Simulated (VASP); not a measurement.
VASP input:

File POSCAR:
```
Fe
2.4732890
 -0.5773503226   0.5773503226   0.5773503226
  0.5773503226  -0.5773503226   0.5773503226
  0.5773503226   0.5773503226  -0.5773503226
Fe
1
direct
  0.0000000000   0.0000000000   0.0000000000
```

INCAR:
```
SIGMA  =  0.1
ALGO  =  Normal   ! blocked Davidson
LWAVE  =  .FALSE.
ISMEAR  =  1
LASPH  =  .TRUE.
LCHARG  =  .FALSE.
LMAXMIX  =  4   ! l cut-off of mixed one-centre charges
ENCUT  =  520
NELM  =  100   ! most electronic steps
EDIFF  =  1E-7
PREC  =  Accurate
ISIF  =  2
ISPIN  =  2
MAGMOM  =  2.3
LORBIT  =  10
GGA  =  RE
LREAL  =  .FALSE.   ! projection in real space or not
SYSTEM  =  Fe
```

### KPOINTS
```
Automatic mesh
0
Gamma
18 18 18
0 0 0
```

POTCAR, in this order: Fe (PBE.64 set). Program: vasp_std.

Task: Write an equivalent input for Quantum ESPRESSO's pw.x.

Result: One equivalent input (not run):
```
&CONTROL
  calculation = 'scf'
  pseudo_dir = './pseudo'
  outdir = './out'
  tprnfor = .true.
  tstress = .true.
/
&SYSTEM
  ibrav = 0
  nat = 1
  ntyp = 1
  ecutwfc = 90
  occupations = 'smearing'
  smearing = 'methfessel-paxton'
  degauss = 0.00735
  input_dft = 'revpbe'
  nspin = 2
  starting_magnetization(1) = 0.23
/
&ELECTRONS
  conv_thr = 7.3e-09
  electron_maxstep = 100
/
ATOMIC_SPECIES
  Fe 55.845 Fe.upf
CELL_PARAMETERS angstrom
    -1.4279542    1.4279542    1.4279542
     1.4279542   -1.4279542    1.4279542
     1.4279542    1.4279542   -1.4279542
ATOMIC_POSITIONS crystal
  Fe   0.0000000  0.0000000  0.0000000
K_POINTS automatic
  18 18 18 0 0 0
```
The two are equivalent in intent, not identical: the potentials are each code's own (VASP's PAW set, PseudoDojo norm-conserving files in pw.x), so ENCUT and ecutwfc are chosen apart and not converted; conv_thr bounds pw.x's estimated SCF error, while EDIFF bounds the energy change between steps; starting_magnetization is a fraction of the valence charge and MAGMOM a moment in μB, so they match only roughly.

The compound is Fe in the bcc structure. It was relaxed first.
